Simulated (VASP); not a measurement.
Input for VASP

KPOINTS:
```
K-points
0
Gamma
 7 7 7
```

**INCAR**
```
! general
SYSTEM  = K(FeS)2
PREC    = Accurate
ENCUT   = 300
LREAL   = .FALSE.
LASPH   = .TRUE.

! electronic loop
EDIFF   = 1E-6   ! SCF stop (eV)
NELM    = 100   ! most electronic steps
ALGO    = Normal   ! blocked Davidson
LMAXMIX = 4   ! l cut-off of mixed one-centre charges

! smearing
ISMEAR  = -1   ! Fermi-Dirac
SIGMA   = 0.136   ! width (eV)

! ions
ISIF    = 2   ! forces and stress, cell fixed

! output
LWAVE   = .FALSE.
LCHARG  = .FALSE.
```

File POSCAR:
```
K(FeS)2
1
   -1.8233650000     1.8233650000     6.3250600000
    1.8233650000    -1.8233650000     6.3250600000
    1.8233650000     1.8233650000    -6.3250600000
K Fe S
1 2 2
Direct
 -0.0028640000   0.0235120000   0.0136360000
  0.7429980000   0.2466130000   0.5033490000
  0.2388180000   0.7548220000   0.4978770000
  0.6680440000   0.6510930000  -0.0033080000
  0.3530040000   0.3239600000  -0.0115540000
```

POTCAR, in this order: K_sv Fe S (LDA.64 set). Program: vasp_std.

Problem. Translate this LDA calculation to Ansatz.

Solution. One equivalent input (not run):
Ansatz 0.2 input:
```yaml
crystal:
  lattice:
    - [-1.8233650, 1.8233650, 6.3250600]
    - [1.8233650, -1.8233650, 6.3250600]
    - [1.8233650, 1.8233650, -6.3250600]
  atoms:
    - { symbol: K, position: [-0.0028640, 0.0235120, 0.0136360] }
    - { symbol: Fe, position: [0.7429980, 0.2466130, 0.5033490] }
    - { symbol: Fe, position: [0.2388180, 0.7548220, 0.4978770] }
    - { symbol: S, position: [0.6680440, 0.6510930, -0.0033080] }
    - { symbol: S, position: [0.3530040, 0.3239600, -0.0115540] }
kpoints:
  mp_grid: { grid: [7, 7, 7] }
hamiltonian:
  xc: lda
  pseudopotentials: { kind: paw }
scf:
  occupations: { method: fermi_dirac, width: 0.136 }
  max_iter: 100
output: { forces: true, stress: true, eigenvalues: true }
```
What does not carry over: each code has its own PAW files, so the cut-off isn't converted (ENCUT is set for VASP's; basis.ecutwfc is left out, and Ansatz then takes the one that its files recommend); Ansatz stops its SCF on the density residual and VASP on the energy change (EDIFF); Ansatz's lda is the Perdew-Wang form, while the LDA potentials of VASP carry Perdew-Zunger's.

The structure comes from a computed database's Fe2KS2 entry; how it stands against other phases isn't given here. The cell was not relaxed at this level, atoms are displaced from their ideal sites. The k-mesh is coarse (spacing up to 0.35 per Å, 2π included), so the numbers may not be converged in it.
